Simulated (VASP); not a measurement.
# ScSi2 (P6/mmm) in VASP: settings compared

One crystal, ScSi2, is run at these levels: r2SCAN+D3(BJ), PBEsol+D3(BJ); tasks: density of states, core levels.

Everything below comes from runs of VASP 6.6.1. Logs are shortened: lines on timing, memory, paths and dates and some standing lists are left out, and cuts for length are marked.

## Step 1: The structure

Symmetry: P6/mmm, No. 191, hexagonal system. Conventional cell: a = 3.660 Å, b = 3.660 Å, c = 3.870 Å, α = 90.00°, β = 90.00°, γ = 120.00°. Sc (site symmetry 6/mmm) is surrounded by 12 Si at 2.87 Å. Si (site symmetry -6m2) has 3 Si at 2.11 Å as nearest neighbours.

## Step 2: Density of states, r2SCAN+D3(BJ)

The input, INCAR:

```
  PREC = Accurate
  ENCUT = 450
  EDIFF = 1E-6
  ISMEAR = -5
  SIGMA = 0.1
  LREAL = False
  LASPH = True
  NELM = 60
  ALGO = Normal
  ISIF = 2
  LWAVE = False
  LCHARG = False
  LMAXMIX = 4
  METAGGA = R2SCAN
  LMIXTAU = True
  IVDW = 12
  VDW_S6 = 1.0
  VDW_S8 = 0.78981345
  VDW_A1 = 0.49484001
  VDW_A2 = 5.73083694
  LORBIT = 11
  NBANDS = 16
  NEDOS = 1001
```

The input, KPOINTS:

```
regular mesh
0
Gamma
  10 10 9
```

The input, POSCAR:

```
ScSi2
3.66
    1.000000000000      0.000000000000      0.000000000000
   -0.500000000000      0.866025403798      0.000000000000
    0.000000000000      0.000000000000      1.057377049180
Sc Si
1 2
Direct
    0.0000000000      0.0000000000      0.0000000000
    0.6666666667      0.3333333333      0.5000000000
    0.3333333333      0.6666666667      0.5000000000
```

Potentials or basis: VASP PAW PBE potentials, release 64 (Sc_sv, Si).

The run is started by

```console
$ cat potpaw_PBE.64/Sc_sv/POTCAR potpaw_PBE.64/Si/POTCAR > POTCAR
$ mpirun -np 1 vasp_std > vasp.out
```

OUTCAR:

```text
PREC = Accurate
   ENCUT = 450
   EDIFF = 1E-6
   ISMEAR = -5
   LREAL = False
   LASPH = True
   NELM = 60
   ISIF = 2
   METAGGA = R2SCAN
   IVDW = 12
   LORBIT = 11
 IVDW          = 12

 ion  position               nearest neighbor table
   1  0.000  0.000  0.000-   2 2.87   3 2.87   2 2.87   3 2.87   2 2.87   2 2.87   3 2.87   3 2.87
                             2 2.87   2 2.87   3 2.87   3 2.87
   2  0.667  0.333  0.500-   3 2.11   3 2.11   3 2.11   1 2.87   1 2.87   1 2.87   1 2.87   1 2.87
                             1 2.87
   3  0.333  0.667  0.500-   2 2.11   2 2.11   2 2.11   1 2.87   1 2.87   1 2.87   1 2.87   1 2.87
                             1 2.87

  LATTYP: Found a hexagonal cell.
 ALAT       =     3.6600000000
 C/A-ratio  =     1.0573770492

  Lattice vectors:

 A1 = (   3.6600000000,   0.0000000000,   0.0000000000)
 A2 = (  -1.8300000000,   3.1696529779,   0.0000000000)
 A3 = (   0.0000000000,   0.0000000000,   3.8700000000)

Analysis of symmetry for initial positions (statically):
=====================================================================
 Subroutine PRICEL returns:
 Original cell was already a primitive cell.

 Routine SETGRP: Setting up the symmetry group for a
 hexagonal supercell.

 Subroutine GETGRP returns: Found 24 space group operations
 (whereof 24 operations were pure point group operations)
 out of a pool of 24 trial point group operations.

The static configuration has the point symmetry D_6h.

Analysis of symmetry for dynamics (positions and initial velocities):
=====================================================================
 Subroutine PRICEL returns:
 Original cell was already a primitive cell.

 Routine SETGRP: Setting up the symmetry group for a
 hexagonal supercell.

 Subroutine GETGRP returns: Found 24 space group operations
 (whereof 24 operations were pure point group operations)
 out of a pool of 24 trial point group operations.

The dynamic configuration has the point symmetry D_6h.

 Subroutine INISYM returns: Found 24 space group operations
 (whereof 24 operations are pure point group operations),
 and found     1 'primitive' translations

----------------------------------------------------------------------------------------

                                     Primitive cell

  volume of cell :      44.8956

  direct lattice vectors                    reciprocal lattice vectors
     3.660000000  0.000000000  0.000000000     0.273224044  0.157745975  0.000000000
    -1.830000000  3.169652978  0.000000000     0.000000000  0.315491950  0.000000000
     0.000000000  0.000000000  3.870000000     0.000000000  0.000000000  0.258397933

  length of vectors
     3.660000000  3.660000000  3.870000000     0.315491950  0.315491950  0.258397933

  position of ions in fractional coordinates (direct lattice)
     0.000000000  0.000000000  0.000000000
     0.666666667  0.333333333  0.500000000
     0.333333333  0.666666667  0.500000000

  ion indices of the primitive-cell ions
   primitive index   ion index
                 1           1
                 2           2
                 3           3

----------------------------------------------------------------------------------------

 KPOINTS: regular mesh

Automatic generation of k-mesh.
 Grid dimensions read from file:
 generate k-points for:   10   10    9

 Generating k-lattice:

  Cartesian coordinates                     Fractional coordinates (reciprocal lattice)
     0.027322404  0.015774598  0.000000000     0.100000000  0.000000000  0.000000000
     0.000000000  0.031549195  0.000000000     0.000000000  0.100000000  0.000000000
     0.000000000  0.000000000  0.028710881     0.000000000  0.000000000  0.111111111

  Length of vectors
     0.031549195  0.031549195  0.028710881

  Shift w.r.t. Gamma in fractional coordinates (k-lattice)
     0.000000000  0.000000000  0.000000000

 TETIRR: Found    895 inequivalent tetrahedra from     5400

 Subroutine IBZKPT returns following result:
 ===========================================

 Found     70 irreducible k-points:

 Following reciprocal coordinates:
            Coordinates               Weight
  0.000000  0.000000  0.000000      1.000000
  0.100000  0.000000  0.000000      6.000000
  0.200000  0.000000  0.000000      6.000000
  0.300000  0.000000  0.000000      6.000000
  0.400000 -0.000000  0.000000      6.000000
  0.500000  0.000000  0.000000      3.000000
[... 42 lines left out ...]
  0.100000  0.100000  0.333333     12.000000
  0.200000  0.100000  0.333333     24.000000
 [... further k-points ...]
   k-points           NKPTS =     70   k-points in BZ     NKDIM =     70   number of bands    NBANDS=     16
   number of dos      NEDOS =   1001   number of ions     NIONS =      3
   total plane-waves  NPLWV =  21952
   dimension x,y,z NGX =    28 NGY =   28 NGZ =   28
   dimension x,y,z NGXF=    56 NGYF=   56 NGZF=   56
   ions per type =               1   2
   NGX,Y,Z   is equivalent  to a cutoff of  12.72, 12.72, 12.03 a.u.
   NGXF,Y,Z  is equivalent  to a cutoff of  25.44, 25.44, 24.06 a.u.
 SYSTEM =  unknown system
   PREC   = accura    normal or accurate (medium, high low for compatibility)
   ISTART =      0    job   : 0-new  1-cont  2-samecut
   ICHARG =      2    charge: 1-file 2-atom 10-const
   ISPIN  =      1    spin polarized calculation?
   LNONCOLLINEAR =      F non collinear calculations
   LSORBIT =      F    spin-orbit coupling
   LASPH  =      T    aspherical Exc in radial PAW
   ENCUT  =  450.0 eV  33.07 Ry    5.75 a.u.   6.33  6.33  6.69*2*pi/ulx,y,z
   NELM   =     60;   NELMIN=  2; NELMDL= -5     # of ELM steps
   EDIFF  = 0.1E-05   stopping-criterion for ELM
   LREAL  =      F    real-space projection
   EDIFFG = 0.1E-04   stopping-criterion for IOM
   NSW    =      0    number of steps for IOM
   IBRION =     -1    ionic relax: 0-MD 1-quasi-New 2-CG
   NFREE  =      0    steps in history (QN), initial steepest desc. (CG)
   ISIF   =      2    stress and relaxation
   ISYM   =      2    0-nonsym 1-usesym 2-fastsym
   POTIM  = 0.5000    time-step for ionic-motion
   TEBEG  =    0.0;   TEEND  =   0.0 temperature during run
   PSTRESS=    0.0 pullay stress
   NELECT =      19.0000    total number of electrons
   NUPDOWN=      -1.0000    fix difference up-down
   EMIN   =  10.00;   EMAX   =-10.00  energy-range for DOS
   EFERMI =   0.00;   METHOD = LEGACY
   ISMEAR =    -5;   SIGMA  =   0.10  broadening in eV -4-tet -1-fermi 0-gaus
   EFERMI_NEDOS =   21; number of points for ismear=-14 and -15
   IALGO  =     38    algorithm
   IMIX   =      4    mixing-type and parameters
     AMIX     =   0.40;   BMIX     =  1.00
     AMIX_MAG =   1.60;   BMIX_MAG =  1.00
  volume/ion in A,a.u.               =      14.97       100.99
  Fermi-wavevector in a.u.,A,eV,Ry     =   1.229112  2.322685 20.554542  1.510716
  Thomas-Fermi vector in A             =   2.364012
   LORBIT       =     11    0 simple, 1 ext, 2 COOP (PROOUT), +10 PAW based schemes
   METAGGA = R2SCAN    functional components
   LHFCALC =     F    Hartree Fock is set to
   AEXX    =    0.0000 exact exchange contribution
   IVDW    =    12    specifies the selected vdW correction
   LEPSILON=     F    determine dielectric tensor
   LRPA    =     F    only Hartree local field effects (RPA)
 non-spin polarized calculation
 Fermi weights with tetrahedron method with Bloechl corrections
  energy-cutoff  :      450.00
  volume of cell :       44.90
 maximum number of plane-waves:       998
 NGX is ok and might be reduce to    28
   NGX = 13   NGY = 13   NGZ = 13

 number of electron      18.9999998 magnetization

 Free energy of the ion-electron system (eV)
  ---------------------------------------------------
  ext. energy  EPLUGINS =         0.00000000
  ---------------------------------------------------
  free energy    TOTEN  =       -29.24818563 eV

  energy without entropy =      -29.24818563  energy(sigma->0) =      -29.24818563

 E-fermi :   9.3643     XC(G=0): -11.9074

 val. band max:        9.3932288007   @ k =   0.3000   0.1000   0.0000
 cond. band min:       9.2806047674   @ k =   0.0000   0.0000   0.2222
 fundamental gap:     -0.1126240333
 Fermi energy:         9.3642662269

 k-point     1 :       0.0000    0.0000    0.0000
  band No.  band energies     occupation
      1     -42.4684      2.00000
      2     -20.2045      2.00000
      3     -20.1359      2.00000
      4     -20.1359      2.00000
      5      -5.3213      2.00000
      6       5.4260      2.00000
[... 8 lines left out ...]
     15      12.1900      0.00000
     16      12.1900      0.00000

 k-point     2 :       0.1000    0.0000    0.0000
  band No.  band energies     occupation
      1     -42.4673      2.00000
      2     -20.2023      2.00000
      3     -20.1487      2.00000
      4     -20.1388      2.00000
      5      -5.1675      2.00000
      6       4.8476      2.00000
[... 8 lines left out ...]
     15      12.2847      0.00000
     16      12.5295      0.00000

 k-point     3 :       0.2000    0.0000    0.0000
  band No.  band energies     occupation
      1     -42.4645      2.00000
      2     -20.1968      2.00000
      3     -20.1818      2.00000
      4     -20.1462      2.00000
      5      -4.7131      2.00000
      6       3.2555      2.00000
[... 8 lines left out ...]
     15      13.3781      0.00000
     16      13.5240      0.00000
[... 666 lines left out ...]
 k-point    39 :       0.2000    0.2000    0.2222
  band No.  band energies     occupation
      1     -42.4583      2.00000
      2     -20.2247      2.00000
      3     -20.2128      2.00000
      4     -20.1687      2.00000
      5      -3.3405      2.00000
      6       1.4252      2.00000
[... 8 lines left out ...]
     15      13.3811      0.00000
     16      14.8196      0.00000

 k-point    40 :       0.3000    0.2000    0.2222
  band No.  band energies     occupation
      1     -42.4562      2.00000
      2     -20.2400      2.00000
      3     -20.2076      2.00000
      4     -20.1841      2.00000
      5      -2.4729      2.00000
      6       0.2152      2.00000
[... 8 lines left out ...]
     15      13.7941      0.00000
     16      14.2941      0.00000

 [... further k-points ...]

------------------------ aborting loop because EDIFF is reached ----------------------------------------

 Edisp (eV)   -0.69084

 E8    (eV) :    -0.2393

  FORCE on cell =-STRESS in cart. coord.  units (eV):
  Direction    XX          YY          ZZ          XY          YZ          ZX
  --------------------------------------------------------------------------------------
  -------------------------------------------------------------------------------------
  Total       9.49458     9.49458    -0.28640     0.00000     0.00000     0.00000
  in kB     338.83053   338.83053   -10.22058     0.00000     0.00000     0.00000
  external pressure =      222.48 kB  Pullay stress =        0.00 kB

 VOLUME and BASIS-vectors are now :
 -----------------------------------------------------------------------------
  energy-cutoff  :      450.00
  volume of cell :       44.90
      direct lattice vectors                 reciprocal lattice vectors
     3.660000000  0.000000000  0.000000000     0.273224044  0.157745975  0.000000000
    -1.830000000  3.169652978  0.000000000     0.000000000  0.315491950  0.000000000
     0.000000000  0.000000000  3.870000000     0.000000000  0.000000000  0.258397933

 POSITION                                       TOTAL-FORCE (eV/Angst)
 -----------------------------------------------------------------------------------
      0.00000      0.00000      0.00000        -0.000000      0.000000      0.000000
      1.83000      1.05655      1.93500        -0.000000      0.000000      0.000000
     -0.00000      2.11310      1.93500         0.000000     -0.000000      0.000000
 -----------------------------------------------------------------------------------
    total drift:                               -0.000000      0.000000      0.000000

  FREE ENERGIE OF THE ION-ELECTRON SYSTEM (eV)
  ---------------------------------------------------
  free  energy   TOTEN  =       -29.9390215017 eV

  energy  without entropy=      -29.9390215017  energy(sigma->0) =      -29.93902150

 total charge

# of ion       s       p       d       tot
------------------------------------------
    1        2.148   6.127   1.229   9.504
    2        0.754   1.127   0.000   1.881
    3        0.754   1.127   0.000   1.881
--------------------------------------------------
tot          3.656   8.381   1.229  13.266
```

Run time: 2.5 min. Hardware: 1 thread of Intel Xeon Platinum 8559C (Emerald Rapids), shared host; peak memory 0.2 GiB.

What came out:

- Free energy: -29.9390 eV
- Pressure: 22.2 GPa
- Band gap on the k mesh: none (metal or under the smearing width)
- Valence electrons inside the program's atomic spheres: Sc 9.50; Si 1.88
- Dispersion energy per atom: -0.230 eV

Levels at points of the mesh, in eV from the Fermi level:
| k point | band 7 | band 8 | band 9 | band 10 | band 11 | band 12 |
| --- | --- | --- | --- | --- | --- | --- |
| (0.00, 0.00, 0.00) | -3.72 | -3.72 | -2.14 | 1.05 | 1.05 | 1.34 |
| (0.50, 0.00, 0.00) | -4.88 | -3.49 | -2.89 | 0.38 | 0.83 | 2.48 |

States per cell in windows of 0.5 eV (zero at the Fermi level; states under -8 eV left out):
| from (eV) | total | Sc1_d | Si2_p | Si3_p | Sc1_p | Sc1_s | Si2_s |
| --- | --- | --- | --- | --- | --- | --- | --- |
| -8.0 | 0.20 | 0.01 | 0.02 | 0.02 | 0.00 | 0.00 | 0.02 |
| -7.5 | 0.33 | 0.01 | 0.05 | 0.05 | 0.00 | 0.01 | 0.02 |
| -7.0 | 0.44 | 0.01 | 0.07 | 0.07 | 0.01 | 0.02 | 0.01 |
| -6.5 | 0.44 | 0.02 | 0.07 | 0.07 | 0.01 | 0.01 | 0.01 |
| -6.0 | 0.61 | 0.03 | 0.10 | 0.10 | 0.01 | 0.02 | 0.01 |
| -5.5 | 0.74 | 0.04 | 0.13 | 0.13 | 0.02 | 0.01 | 0.01 |
| -5.0 | 0.66 | 0.04 | 0.11 | 0.11 | 0.03 | 0.01 | 0.00 |
| -4.5 | 0.67 | 0.06 | 0.11 | 0.11 | 0.02 | 0.00 | 0.00 |
| -4.0 | 0.70 | 0.10 | 0.10 | 0.10 | 0.02 | 0.00 | 0.00 |
| -3.5 | 0.39 | 0.08 | 0.04 | 0.04 | 0.01 | 0.00 | 0.00 |
| -3.0 | 0.30 | 0.08 | 0.02 | 0.02 | 0.01 | 0.00 | 0.00 |
| -2.5 | 0.44 | 0.13 | 0.03 | 0.03 | 0.01 | 0.00 | 0.00 |
| -2.0 | 0.51 | 0.17 | 0.03 | 0.03 | 0.00 | 0.00 | 0.00 |
| -1.5 | 0.30 | 0.11 | 0.02 | 0.02 | 0.00 | 0.00 | 0.00 |
| -1.0 | 0.22 | 0.06 | 0.01 | 0.01 | 0.00 | 0.00 | 0.01 |
| -0.5 | 0.90 | 0.25 | 0.05 | 0.05 | 0.01 | 0.01 | 0.03 |
| 0.0 | 0.68 | 0.22 | 0.04 | 0.04 | 0.01 | 0.01 | 0.02 |
| 0.5 | 0.60 | 0.25 | 0.03 | 0.03 | 0.01 | 0.01 | 0.01 |
| 1.0 | 1.16 | 0.56 | 0.03 | 0.03 | 0.01 | 0.03 | 0.01 |
| 1.5 | 1.37 | 0.72 | 0.03 | 0.03 | 0.02 | 0.04 | 0.02 |
| 2.0 | 1.71 | 1.07 | 0.04 | 0.04 | 0.02 | 0.03 | 0.02 |
| 2.5 | 1.42 | 0.90 | 0.03 | 0.03 | 0.02 | 0.03 | 0.02 |
| 3.0 | 1.82 | 1.09 | 0.05 | 0.05 | 0.04 | 0.04 | 0.04 |
| 3.5 | 1.10 | 0.53 | 0.03 | 0.03 | 0.04 | 0.03 | 0.03 |
| 4.0 | 1.21 | 0.49 | 0.05 | 0.05 | 0.06 | 0.02 | 0.03 |
| 4.5 | 0.69 | 0.26 | 0.04 | 0.04 | 0.03 | 0.01 | 0.01 |
| 5.0 | 0.86 | 0.29 | 0.05 | 0.05 | 0.04 | 0.02 | 0.01 |
| 5.5 | 0.42 | 0.16 | 0.03 | 0.03 | 0.02 | 0.01 | 0.00 |
| 6.0 | 0.06 | 0.02 | 0.00 | 0.00 | 0.00 | 0.00 | 0.00 |
| 6.5 | 0.01 | 0.00 | 0.00 | 0.00 | 0.00 | 0.00 | 0.00 |
| 7.0 | 0.00 | 0.00 | 0.00 | 0.00 | 0.00 | 0.00 | 0.00 |
| 7.5 | 0.00 | 0.00 | 0.00 | 0.00 | 0.00 | 0.00 | 0.00 |

Caveat: so large a pressure means that the cell lies far from this level's equilibrium, or that cutoff or potentials fall short; the potentials were made for another functional, which shifts forces and pressure; pairwise dispersion overbinds metals, which lowers pressure and volume; tetrahedron occupations give inexact forces and stress in metals.

(Continued in part 2 of 2.)
